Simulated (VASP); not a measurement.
Here is the system:

```
NaF
1.0
    0.00000     2.31705     2.31705
    2.31705     0.00000     2.31705
    2.31705     2.31705     0.00000
Na F
1 1
Direct
  0.00000   0.00000   0.00000
  0.50000   0.50000   0.50000
```

These are optB86b-vdW, VASP's PBE PAW potentials (set 64) (plane waves; VASP) values and carry that method's errors. Numerical set-up: 520 eV cut-off, Gaussian smearing of 0.050 eV, potentials Na_pv F.

Question: Give the energies of bands 5 to 8 at the high-symmetry points, in eV from the valence-band maximum.

Answer: 
| band | Γ | X | U | L | W |
|---|---|---|---|---|---|
| 5 | 0.00 | -1.27 | -1.05 | -1.58 | -0.87 |
| 6 | 0.00 | -0.41 | -0.83 | -0.25 | -0.87 |
| 7 | 0.00 | -0.41 | -0.37 | -0.25 | -0.57 |
| 8 | 6.38 | 13.22 | 12.90 | 10.84 | 13.29 |

The gap is direct, 6.38 eV, from the valence maximum at Γ to the conduction minimum at Γ.

Measured: gap 11.70 eV (computed value off by -5.32 eV), as given by David Koller et al., Journal of Physics Condensed Matter (2013), arXiv:1304.4470.

The compound is NaF in the rock salt structure. It was relaxed first.
